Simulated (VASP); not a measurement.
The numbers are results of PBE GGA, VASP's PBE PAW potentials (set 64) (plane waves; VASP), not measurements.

VASP input:

INCAR:
```
SYSTEM=CdS
PREC=Normal; ENCUT=500; LREAL=F
LASPH=T
EDIFF=1E-8; NELM=100; ALGO=Normal
ISMEAR=0; SIGMA=0.01
GGA=PE
LWAVE=T; LCHARG=F
```

KPOINTS:
```
Regular mesh
0
G
  4 4 2
```

**POSCAR**
```
CdS
1
    2.0700000000    -3.5853450000     0.0000000000
    2.0700000000     3.5853450000     0.0000000000
    0.0000000000     0.0000000000     6.7200000000
Cd S
2 2
Direct
  0.6666670000   0.3333330000   0.5000000000
  0.3333330000   0.6666670000   0.0000000000
  0.6666670000   0.3333330000   0.8770000000
  0.3333330000   0.6666670000   0.3770000000
```

POTCAR, in this order: Cd_sv_GW S_GW (PBE.64 set). Program: vasp_std.

Output

### OSZICAR
```
       N       E                     dE             d eps       ncg     rms          rms(c)
DAV:   1     0.108529856444E+04    0.10853E+04   -0.29748E+04   584   0.194E+03
DAV:   2     0.137149557107E+03   -0.94815E+03   -0.89563E+03   496   0.888E+02
DAV:   3    -0.625895919168E+01   -0.14341E+03   -0.14187E+03   800   0.337E+02
DAV:   4    -0.131215333721E+02   -0.68626E+01   -0.68409E+01   792   0.113E+02
DAV:   5    -0.134690750338E+02   -0.34754E+00   -0.34745E+00   777   0.227E+01    0.294E+01
DAV:   6    -0.123933254429E+02    0.10757E+01   -0.25857E+00   856   0.247E+01    0.220E+01
DAV:   7    -0.124390303458E+02   -0.45705E-01   -0.15035E+00   736   0.101E+01    0.188E+00
DAV:   8    -0.123603363463E+02    0.78694E-01   -0.32168E-01   872   0.454E+00    0.601E-01
DAV:   9    -0.123616759319E+02   -0.13396E-02   -0.24016E-02   640   0.170E+00    0.128E-01
DAV:  10    -0.123618893000E+02   -0.21337E-03   -0.17643E-03   888   0.567E-01    0.597E-02
DAV:  11    -0.123619524589E+02   -0.63159E-04   -0.17888E-04   760   0.222E-01    0.123E-02
DAV:  12    -0.123619604052E+02   -0.79463E-05   -0.31302E-05   865   0.470E-02    0.119E-02
DAV:  13    -0.123619640901E+02   -0.36849E-05   -0.80015E-06   832   0.218E-02    0.301E-03
DAV:  14    -0.123619640644E+02    0.25711E-07   -0.41711E-07   665   0.787E-03    0.964E-04
DAV:  15    -0.123619640382E+02    0.26204E-07   -0.39646E-08   544   0.210E-03    0.357E-04
DAV:  16    -0.123619640457E+02   -0.75052E-08   -0.83292E-09   402   0.244E-03
   1 F= -.12361964E+02 E0= -.12361964E+02  d E =0.000000E+00
```

### OUTCAR
```
------------------------ aborting loop because EDIFF is reached ----------------------------------------
  FORCE on cell =-STRESS in cart. coord.  units (eV):
  Direction    XX          YY          ZZ          XY          YZ          ZX
  --------------------------------------------------------------------------------------
  Total        0.8187760      0.8187760      0.7528608      0.0000000      0.0000000      0.0000000
  in kB       13.1514956     13.1514944     12.0927400      0.0000000      0.0000000      0.0000000
  external PRESSURE =      12.7985767 kB  Pullay stress =       0.0000000 kB
  volume of cell :       99.75
      direct lattice vectors                 reciprocal lattice vectors
     2.070000000 -3.585345000  0.000000000     0.241545894 -0.139456593  0.000000000
     2.070000000  3.585345000  0.000000000     0.241545894  0.139456593  0.000000000
     0.000000000  0.000000000  6.720000000     0.000000000  0.000000000  0.148809524
  FREE ENERGIE OF THE ION-ELECTRON SYSTEM (eV)
  ---------------------------------------------------
  free  energy   TOTEN  =       -12.3619640457 eV

  energy  without entropy=      -12.3619640457  energy(sigma->0) =      -12.36196405
```
(Selected blocks of OUTCAR.)

The compound is CdS in the wurtzite structure. The cell was not relaxed at this level. The k-mesh is coarse (spacing up to 0.47 per Å, 2π included), so the numbers may not be converged in it.
